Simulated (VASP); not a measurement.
# Al2Au with r2SCAN + rVV10: from relaxation to properties, part 3 of 4

Wanted: the relaxed cell of Al2Au and its properties. The start is a cell from a database of measured crystal structures.

VASP 6.6.1; r2SCAN with rVV10; plane waves and PAW (Al, Au).

Still holding for the runs below: This run has no spin polarisation. Its electron count is odd, so without a moment it is a metal by construction. The k-mesh is coarse for a metal.

So far. Step 3 (Full relaxation (r2SCAN + rVV10)): It ends with forces that vanish by symmetry and a pressure of 0.05 GPa. The volume lies -0.3 % from that of the database's start, part of which can be the thermal and zero-point expansion of its experiment. The relaxed cell has a = 5.993 Å (conventional setting).

## (4) Single point with fields (r2SCAN + rVV10)

The relaxed cell gets a fresh self-consistent run, on a basis set for its own volume, to fix the density and to check the remaining stress.

INCAR reads:

```
SYSTEM = Al2Au
PREC = Accurate
ENCUT = 400
EDIFF = 1E-06
NELM = 100
ISMEAR = 1
SIGMA = 0.2
LREAL = .FALSE.
ALGO = Normal
METAGGA = R2SCAN
LUSE_VDW = .TRUE.
IVDW_NL = 2
BPARAM = 11.95
CPARAM = 0.0093
LASPH = .TRUE.
NBANDS = 14
LORBIT = 11
LWAVE = .FALSE.
LCHARG = .TRUE.
ISIF = 2
LELF = .TRUE.
LVHAR = .TRUE.
```

POSCAR reads:

```
Al2Au
1.0
    0.0000000000      2.9965661123      2.9965661123
    2.9965661123      0.0000000000      2.9965661123
    2.9965661123      2.9965661123      0.0000000000
Al Au
2 1
Direct
    0.2500000000      0.2500000000      0.2500000000
    0.7500000000      0.7500000000      0.7500000000
    0.0000000000      0.0000000000      0.0000000000
```

KPOINTS reads:

```
Automatic mesh
0
Gamma
6 6 6
0 0 0
```

The projector-augmented-wave data sets are Al and Au (PBE family, release 64).

Launch:

```console
$ mpirun -np 2 vasp_std
```

Log:

```text
[banner, memory and clock lines left out]
running    2 mpi-ranks, on    1 nodes
 distrk:  each k-point on    2 cores,    1 groups
 distr:  one band on    1 cores,    2 groups

 POSCAR found type information on POSCAR AlAu
 POSCAR found :  2 types and       3 ions
 [... a notice as in an earlier step ...]

 [... a notice as in an earlier step ...]

 LDA part: xc-table for (None), standard interpolation
 POSCAR, INCAR and KPOINTS ok, starting setup
 FFT: planning ... GRIDC
 FFT: planning ... GRID_SOFT
 FFT: planning ... GRID
 WAVECAR not read
 entering main loop
       N       E                     dE             d eps       ncg     rms          rms(c)
Total rVV10 correction in eV:      0.4115283    23.2542185
DAV:   1    -0.177597943811E+01   -0.17760E+01   -0.65180E+03   456   0.850E+02
DAV:   2    -0.691071645433E+02   -0.67331E+02   -0.60432E+02   548   0.175E+02
DAV:   3    -0.705147684302E+02   -0.14076E+01   -0.14004E+01   580   0.254E+01
DAV:   4    -0.705253755367E+02   -0.10607E-01   -0.10606E-01   520   0.259E+00
DAV:   5    -0.705255696176E+02   -0.19408E-03   -0.19408E-03   606   0.362E-01    0.103E+01
Total rVV10 correction in eV:      0.3935504    23.2542183
DAV:   6    -0.652335936656E+02    0.52920E+01   -0.77188E+00   502   0.302E+01    0.558E+00
Total rVV10 correction in eV:      0.3961676    23.2542182
DAV:   7    -0.651513450572E+02    0.82249E-01   -0.32474E-01   490   0.622E+00    0.240E+00
Total rVV10 correction in eV:      0.3973154    23.2542182
DAV:   8    -0.651465790674E+02    0.47660E-02   -0.45584E-02   514   0.161E+00    0.535E-01
Total rVV10 correction in eV:      0.3973876    23.2542182
DAV:   9    -0.651451034785E+02    0.14756E-02   -0.14357E-02   532   0.138E+00    0.182E-01
Total rVV10 correction in eV:      0.3975237    23.2542182
DAV:  10    -0.651452183342E+02   -0.11486E-03   -0.46066E-04   526   0.167E-01    0.140E-01
Total rVV10 correction in eV:      0.3976748    23.2542182
DAV:  11    -0.651451506234E+02    0.67711E-04   -0.15612E-04   508   0.118E-01    0.169E-02
Total rVV10 correction in eV:      0.3976757    23.2542182
DAV:  12    -0.651451591737E+02   -0.85503E-05   -0.45489E-06   580   0.171E-02    0.522E-03
Total rVV10 correction in eV:      0.3976877    23.2542182
DAV:  13    -0.651451579972E+02    0.11765E-05   -0.44095E-07   320   0.497E-03    0.122E-03
Total rVV10 correction in eV:      0.3976881    23.2542182
DAV:  14    -0.651451572566E+02    0.74066E-06   -0.25274E-08   260   0.139E-03
Total rVV10 correction in eV:      0.3976888    23.2542182
Total rVV10 correction in eV:      0.3976886    23.2542182
   1 F= -.65145157E+02 E0= -.65144468E+02  d E =-.206895E-02
```

Wall time 22 s (2 MPI ranks of Intel Xeon 6975P-C (Granite Rapids), shared host); peak memory 0.38 GiB.

From OUTCAR (step 4):

```text
  LATTYP: Found a face centered cubic cell.
 ALAT       =     5.9931322246

The static configuration has the point symmetry O_h .

 Found     16 irreducible k-points:

   ENCUT  =  400.0 eV  29.40 Ry    5.42 a.u.   6.91  6.91  6.91*2*pi/ulx,y,z

   NELECT =      17.0000    total number of electrons

 E-fermi :   7.6419

 k-point     1 :       0.0000    0.0000    0.0000
  band No.  band energies     occupation
    ...
      2       0.7842      2.00000
      3       0.7842      2.00000
      4       0.7842      2.00000
      5       1.7931      2.00000
      6       1.7931      2.00000
      7      10.6637     -0.00000
      8      10.7835     -0.00000
      9      10.7835     -0.00000
     10      10.7835     -0.00000
     11      11.9400      0.00000
    ...

 k-point     2 :       0.1667    0.0000    0.0000
  band No.  band energies     occupation
    ...
      3       0.8747      2.00000
      4       0.8747      2.00000
      5       1.7811      2.00000
      6       1.7811      2.00000
      7       7.4307      2.05998
      8       9.7580     -0.00000
      9       9.7580     -0.00000
     10      10.8956     -0.00000
     11      12.7463      0.00000
     12      12.7463      0.00000
    ...

  Total        0.0141355      0.0141355      0.0141355      0.0000000      0.0000000     -0.0000000
  in kB        0.4208421      0.4208421      0.4208421      0.0000000      0.0000000     -0.0000000
  external PRESSURE =       0.4208421 kB  Pullay stress =       0.0000000 kB

  energy-cutoff  :      400.00
  volume of cell :       53.81
      direct lattice vectors                 reciprocal lattice vectors
     0.000000000  2.996566112  2.996566112    -0.166857657  0.166857657  0.166857657
     2.996566112  0.000000000  2.996566112     0.166857657 -0.166857657  0.166857657
     2.996566112  2.996566112  0.000000000     0.166857657  0.166857657 -0.166857657

 POSITION                                       TOTAL-FORCE (eV/Angst)
 -----------------------------------------------------------------------------------
      1.49828      1.49828      1.49828        -0.000000     -0.000000     -0.000000
      4.49485      4.49485      4.49485         0.000000      0.000000      0.000000
      0.00000      0.00000      0.00000        -0.000000     -0.000000      0.000000
 -----------------------------------------------------------------------------------
    total drift:                               -0.000000     -0.000000      0.000000

  FREE ENERGIE OF THE ION-ELECTRON SYSTEM (eV)
  ---------------------------------------------------
  free  energy   TOTEN  =       -65.1451572566 eV

  energy  without entropy=      -65.1430883040  energy(sigma->0) =      -65.14446761

[... 6 parts as in an earlier step ...]

[... 5 further parts left out ...]
```

Numbers from this step:

| Property | Result |
| --- | --- |
| SCF cycles | 14 |
| pressure | 0.04208 GPa |

Valence electrons inside each PAW sphere by angular momentum. Sphere charges, by row:

| atom | s (e) | p (e) | d (e) | tot (e) |
| --- | --- | --- | --- | --- |
| Al1 | 0.39 | 0.373 | 0 | 0.762 |
| Al2 | 0.39 | 0.373 | 0 | 0.762 |
| Au3 | 0.758 | 0.733 | 8.532 | 10.02 |

ELF in the ac plane of a cell with a along [110], b along [-110] and c along [001] of the cube at fractional y = 0.000, with atoms of Al and Au within 0.2 Å of it. It is the smooth field of the valence electrons, not physical close to the nuclei.

Ten even steps from '_' (0.01) to '@' (0.66), each cell a mean:
```
__..==**%%%%%%%%##++--____..==**%%%%%%%%##++--__
--==**%%@@%%**@@@@##++----==**%%@@%%**@@@@##++--
++++##@@@@==::**@@%%**++++++##@@@@==::**@@%%**++
++++##%%++____::##%%**++++++##%%++____::##%%**++
====++++::____..==**++======++++::____..==**++==
..::------------==--::....::------------==--::..
____..--++####**==::..______..--++####**==::..__
____..--++##%%##==..________..--++##%%##==..____
____..--++##%%##==::________..--++##%%##==::____
__..::--++****++==::..____..::--++****++==::..__
::--====--....::--==--::::--====--....::--==--::
==++****--____..++##**++==++****--____..++##**++
++++##@@**..__==@@%%**++++++##@@**..__==@@%%**++
++++**@@@@++==%%@@##**++++++**@@@@++==%%@@##**++
..::++##%%%%%%@@%%**==....::++##%%%%%%@@%%**==..
..__==**##%%%%%%**++::__..__==**##%%%%%%**++::__
```
Columns run along a (8.5 Å), rows up along c (6.0 Å), edges of the conventional cell, whose origin can differ from the input's. Atoms in or near the plane, at fractional coordinates: Al at (0.25, 0.25), Al at (0.75, 0.25), Al at (0.25, 0.75), Al at (0.75, 0.75), Au at (0.00, 0.00), Au at (0.50, 0.00).

Valence density in the ac plane of a cell with a along [110], b along [-110] and c along [001] of the cube at fractional y = 0.000, with atoms of Al and Au within 0.2 Å of it. It is the smooth field of the valence electrons, not physical close to the nuclei.

Values in e/Å³, 9 rows by 16 columns, each cell a mean:
```
2.9 1.3 0.4 0.2 0.2 0.3 0.9 2.5 2.9 1.3 0.4 0.2 0.2 0.3 0.9 2.5
0.6 0.4 0.3 0.1 0.1 0.2 0.3 0.6 0.6 0.4 0.3 0.1 0.1 0.2 0.3 0.6
0.1 0.1 0.2 0.1 0.1 0.1 0.1 0.1 0.1 0.1 0.2 0.1 0.1 0.1 0.1 0.1
0.0 0.1 0.1 0.2 0.2 0.1 0.1 0.0 0.0 0.1 0.1 0.2 0.2 0.1 0.1 0.0
0.0 0.0 0.1 0.2 0.2 0.1 0.1 0.0 0.0 0.0 0.1 0.2 0.2 0.1 0.1 0.0
0.0 0.1 0.1 0.2 0.2 0.1 0.1 0.1 0.0 0.1 0.1 0.2 0.2 0.1 0.1 0.1
0.2 0.2 0.2 0.1 0.0 0.2 0.2 0.2 0.2 0.2 0.2 0.1 0.0 0.2 0.2 0.2
1.0 0.6 0.3 0.2 0.1 0.3 0.4 0.9 1.0 0.6 0.3 0.2 0.1 0.3 0.4 0.9
3.4 1.6 0.4 0.2 0.2 0.3 1.1 2.9 3.4 1.6 0.4 0.2 0.2 0.3 1.1 2.9
```
Columns run along a (8.5 Å), rows up along c (6.0 Å), edges of the conventional cell, whose origin can differ from the input's. Atoms in or near the plane, at fractional coordinates: Al at (0.25, 0.25), Al at (0.75, 0.25), Al at (0.25, 0.75), Al at (0.75, 0.75), Au at (0.00, 0.00), Au at (0.50, 0.00).

Electrostatic potential energy in the ac plane of a cell with a along [110], b along [-110] and c along [001] of the cube at fractional y = 0.000, with atoms of Al and Au within 0.2 Å of it. With pseudopotentials it is smooth inside the atoms' cores, unlike the true potential.

Ten even steps from '0' (-83 eV) to '9' (4 eV), each cell a mean:
```
136999999742136999999742
458988789864458988789864
889873258998889873258998
999850027999999850027999
999851037999999851037999
999986578999999986578999
999998899999999998899999
999999999999999999999999
999999999999999999999999
999988789999999988789999
999873258999999873258999
999850027999999850027999
999851037999999851037999
678986578986678986578986
247998899853247998899853
125899999731125899999731
```
Columns run along a (8.5 Å; values clipped at the 3rd and 97th percentile), rows up along c (6.0 Å), edges of the conventional cell, whose origin can differ from the input's. Atoms in or near the plane, at fractional coordinates: Al at (0.25, 0.25), Al at (0.75, 0.25), Al at (0.25, 0.75), Al at (0.75, 0.75), Au at (0.00, 0.00), Au at (0.50, 0.00).

In this run the pressure is 0.04 GPa, small enough to go on; single stress components reach 0.04 GPa.

## (5) Bands along the symmetry lines (r2SCAN + rVV10)

The mesh alone shows little of the dispersion and can miss band extrema, so KPOINTS_OPT adds a path through the symmetry points after the self-consistent cycle.

INCAR: that of step 4 with these lines changed.

```diff
@@ -15,8 +15,6 @@
 LASPH = .TRUE.
-NBANDS = 14
+NBANDS = 21
 LORBIT = 11
 LWAVE = .FALSE.
-LCHARG = .TRUE.
-ISIF = 2
-LELF = .TRUE.
-LVHAR = .TRUE.
+LCHARG = .FALSE.
+KPAR = 2
```

POSCAR is that of step 4.

KPOINTS is that of step 4.

KPOINTS_OPT reads:

```
Line mode
16
Line-mode
Reciprocal
  0.00000000   0.00000000   0.00000000 GAMMA
  0.50000000   0.00000000   0.50000000 X

  0.50000000   0.00000000   0.50000000 X
  0.50000000   0.25000000   0.75000000 W

  0.50000000   0.25000000   0.75000000 W
  0.37500000   0.37500000   0.75000000 K

  0.37500000   0.37500000   0.75000000 K
  0.00000000   0.00000000   0.00000000 GAMMA

  0.00000000   0.00000000   0.00000000 GAMMA
  0.50000000   0.50000000   0.50000000 L

  0.50000000   0.50000000   0.50000000 L
  0.62500000   0.25000000   0.62500000 U

  0.62500000   0.25000000   0.62500000 U
  0.50000000   0.25000000   0.75000000 W

  0.50000000   0.25000000   0.75000000 W
  0.50000000   0.50000000   0.50000000 L

  0.50000000   0.50000000   0.50000000 L
  0.37500000   0.37500000   0.75000000 K

  0.62500000   0.25000000   0.62500000 U
  0.50000000   0.00000000   0.50000000 X
```

Launch:

```console
$ mpirun -np 2 vasp_std
```

Log:

```text
[... set-up lines as in an earlier step ...]
 entering main loop
       N       E                     dE             d eps       ncg     rms          rms(c)
Total rVV10 correction in eV:      0.4115283    23.2542185
Total rVV10 correction in eV:      0.4115283    23.2542185
DAV:   1    -0.997781107112E+01   -0.99778E+01   -0.58135E+03   688   0.554E+02
DAV:   2    -0.691693807120E+02   -0.59192E+02   -0.54410E+02   767   0.135E+02
DAV:   3    -0.705138487037E+02   -0.13445E+01   -0.13355E+01   821   0.183E+01
DAV:   4    -0.705253424068E+02   -0.11494E-01   -0.11493E-01   762   0.193E+00
DAV:   5    -0.705255691225E+02   -0.22672E-03   -0.22672E-03   826   0.280E-01    0.103E+01
Total rVV10 correction in eV:      0.3935498    23.2542183
Total rVV10 correction in eV:      0.3935498    23.2542183
DAV:   6    -0.652379962326E+02    0.52876E+01   -0.51157E+00   712   0.201E+01    0.544E+00
Total rVV10 correction in eV:      0.3962604    23.2542182
Total rVV10 correction in eV:      0.3962604    23.2542182
DAV:   7    -0.651507251989E+02    0.87271E-01   -0.21793E-01   727   0.392E+00    0.240E+00
Total rVV10 correction in eV:      0.3972962    23.2542182
Total rVV10 correction in eV:      0.3972962    23.2542182
DAV:   8    -0.651462215290E+02    0.45037E-02   -0.31026E-02   757   0.103E+00    0.526E-01
Total rVV10 correction in eV:      0.3974172    23.2542182
Total rVV10 correction in eV:      0.3974172    23.2542182
DAV:   9    -0.651451196312E+02    0.11019E-02   -0.91976E-03   806   0.859E-01    0.157E-01
Total rVV10 correction in eV:      0.3975521    23.2542182
Total rVV10 correction in eV:      0.3975521    23.2542182
DAV:  10    -0.651452014494E+02   -0.81818E-04   -0.36226E-04   777   0.105E-01    0.109E-01
Total rVV10 correction in eV:      0.3976679    23.2542182
Total rVV10 correction in eV:      0.3976679    23.2542182
DAV:  11    -0.651451547044E+02    0.46745E-04   -0.68189E-05   814   0.549E-02    0.989E-03
Total rVV10 correction in eV:      0.3976759    23.2542182
Total rVV10 correction in eV:      0.3976759    23.2542182
DAV:  12    -0.651451584997E+02   -0.37954E-05   -0.30181E-06   777   0.123E-02    0.550E-03
Total rVV10 correction in eV:      0.3976883    23.2542182
Total rVV10 correction in eV:      0.3976883    23.2542182
DAV:  13    -0.651451574695E+02    0.10302E-05   -0.48011E-07   526   0.386E-03    0.835E-04
Total rVV10 correction in eV:      0.3976880    23.2542182
Total rVV10 correction in eV:      0.3976880    23.2542182
DAV:  14    -0.651451570988E+02    0.37074E-06   -0.15362E-08   426   0.807E-04
Total rVV10 correction in eV:      0.3976887    23.2542182
Total rVV10 correction in eV:      0.3976887    23.2542182
Total rVV10 correction in eV:      0.3976888    23.2542182
Total rVV10 correction in eV:      0.3976888    23.2542182
   1 F= -.65145157E+02 E0= -.65144467E+02  d E =-.206895E-02
 Start KPOINTS_OPT (optional k-point list driver)
k-point batch [1-16\160]
       N       E                     dE             ncg
DAV:   1     0.162132254898E+04   -0.22210E+04      696
DAV:   2     0.677506554351E+03   -0.94382E+03      762
DAV:   3     0.655817978377E+03   -0.21689E+02      850
DAV:   4     0.655582557300E+03   -0.23542E+00      767
DAV:   5     0.655577082071E+03   -0.54752E-02      812
DAV:   6     0.655576925034E+03   -0.15704E-03      778
DAV:   7     0.655576920093E+03   -0.49408E-05      812
DAV:   8     0.655576919959E+03   -0.13394E-06      519
[...]
k-point batch [145-160\160]
       N       E                     dE             ncg
DAV:   1     0.144982648444E+04   -0.65739E+04      704
DAV:   2     0.524490333870E+03   -0.92534E+03      765
DAV:   3     0.506711706283E+03   -0.17779E+02      928
DAV:   4     0.506496228983E+03   -0.21548E+00      787
DAV:   5     0.506490894633E+03   -0.53344E-02      865
DAV:   6     0.506490733030E+03   -0.16160E-03      874
DAV:   7     0.506490727519E+03   -0.55111E-05      857
DAV:   8     0.506490727357E+03   -0.16210E-06      552
```

The job ended after 83 s (2 MPI ranks; peak memory 0.49 GiB; 2.5 min of CPU time).

Parts of OUTCAR (step 5):

```text
   k-points           NKPTS =     16   k-points in BZ     NKDIM =     16   number of bands    NBANDS=     21

   NELECT =      17.0000    total number of electrons

 E-fermi :   7.6419

 k-point     6 :       0.3333    0.1667    0.0000
  band No.  band energies     occupation
    ...
      5       1.6343      2.00000
      6       1.9466      2.00000
      7       5.1234      2.00000
      8       7.4597      2.02642
      9       7.6392      1.02245
     10      10.3441     -0.00000
     11      12.0630      0.00000
     12      13.7302      0.00000
     13      13.9320      0.00000
     14      14.2240      0.00000
    ...

  Total        0.0141303      0.0141303      0.0141303      0.0000000      0.0000000      0.0000000
  in kB        0.4206888      0.4206888      0.4206888      0.0000000      0.0000000      0.0000000
  external PRESSURE =       0.4206888 kB  Pullay stress =       0.0000000 kB

 POSITION                                       TOTAL-FORCE (eV/Angst)
 -----------------------------------------------------------------------------------
      1.49828      1.49828      1.49828        -0.000000      0.000000      0.000000
      4.49485      4.49485      4.49485         0.000000     -0.000000     -0.000000
      0.00000      0.00000      0.00000        -0.000000     -0.000000      0.000000
 -----------------------------------------------------------------------------------
    total drift:                               -0.000000     -0.000000      0.000000

  FREE ENERGIE OF THE ION-ELECTRON SYSTEM (eV)
  ---------------------------------------------------
  free  energy   TOTEN  =       -65.1451570988 eV

  energy  without entropy=      -65.1430881498  energy(sigma->0) =      -65.14446745

[... 13 parts as in an earlier step ...]

[... 3 further parts left out ...]
```

Spin-orbit coupling is off here; it can split and shift levels that hold much weight on Au by tenths of an eV or more.

Numbers from this step:

* bands: 21
* pressure: 0.04207 GPa

The electronic bands at the labelled points (eV, zero at the Fermi level; # counts the bands kept in this run):

```csv
point,#6,#7,#8,#9,#10,#11,#12,#13
Γ,-5.85,3.02,3.14,3.14,3.14,4.30,4.30,4.30
0.53 of the way,-5.67,-1.30,-0.56,-0.56,1.97,3.15,7.65,7.79
X,-5.51,-5.22,-2.17,-2.17,1.70,2.44,8.12,10.77
0.53 of the way,-5.37,-5.18,-2.96,-2.19,2.76,3.52,6.67,8.57
W,-5.39,-4.12,-4.12,-2.20,4.61,4.61,5.71,5.77
0.53 of the way,-5.52,-4.60,-3.57,-1.82,3.05,4.96,5.82,7.43
K,-5.74,-4.73,-3.46,-1.38,2.25,4.83,6.50,8.59
0.47 of the way,-5.71,-2.43,-1.59,1.37,3.67,4.76,5.01,6.14
Γ,-5.85,3.02,3.14,3.14,3.14,4.30,4.30,4.30
0.47 of the way,-5.85,-1.66,1.60,1.60,3.40,4.85,4.85,5.28
L,-5.71,-5.65,0.43,0.43,3.89,4.20,4.21,4.21
0.47 of the way,-5.74,-5.26,-1.52,-0.26,2.81,5.07,5.61,6.59
U,-5.74,-4.73,-3.46,-1.38,2.25,4.83,6.50,8.59
0.53 of the way,-5.49,-4.56,-3.62,-1.91,3.25,5.01,5.67,7.21
W,-5.39,-4.12,-4.12,-2.20,4.61,4.61,5.71,5.77
0.53 of the way,-5.65,-5.13,-1.86,-0.65,3.32,4.32,6.39,6.93
L,-5.71,-5.65,0.43,0.43,3.89,4.20,4.21,4.21
0.53 of the way,-5.75,-5.14,-1.90,-0.42,2.70,5.27,5.91,6.69
K,-5.74,-4.73,-3.46,-1.38,2.25,4.83,6.50,8.59
jump to U,-5.74,-4.73,-3.46,-1.38,2.25,4.83,6.50,8.59
0.53 of the way,-5.56,-5.36,-2.64,-1.99,1.97,2.99,7.54,10.02
X,-5.51,-5.22,-2.17,-2.17,1.70,2.44,8.12,10.77
```

Of the projections kept (Al, Au), the largest for each band there, as a share of the weight inside these atoms' spheres; weight between the spheres isn't counted:

```
point       #6       #7       #8       #9      #10      #11      #12      #13
    Γ  Au 1.00  Al 1.00  Au 0.94  Au 0.94  Au 0.94  Au 0.51  Al 0.50  Al 0.50
    X  Au 1.00  Au 0.97  Al 0.53  Al 0.53  Au 0.54  Au 0.91        -  Al 0.87
    W  Au 0.98  Au 0.70  Au 0.70  Au 0.74  Al 0.63  Al 0.63  Au 0.67  Au 0.93
    K  Au 0.99  Au 0.78  Au 0.76  Au 0.55  Au 0.58  Au 0.60  Al 0.71  Al 0.85
    Γ  Au 1.00  Al 1.00  Au 0.94  Au 0.94  Au 0.94  Al 0.50  Al 0.50  Al 0.50
    L  Au 1.00  Au 0.97  Au 0.56  Au 0.56  Al 1.00  Au 0.57  Au 0.55  Au 0.55
```

There is no gap at this level.

(Part 3 of 4 ends here.)

[Lines on the potential files, build, host, timing and source positions are cut from VASP's logs without a mark.]

[Logs are printed without paths, hosts, clocks, repeated set-up lines and the standing remarks that a program may print on its own settings, such as how far it seeks lower states.]

[Hosts, paths, dates, database ids (printed as entryN), source tags and the programs' standing remarks are cut or masked in the printed files.]

[A measured line is paired with the nearest computed mode of its activity, which favours agreement.]

[In band tables of VASP the shares of atoms and orbitals are scaled to a sum of 1 inside the atoms' spheres.]
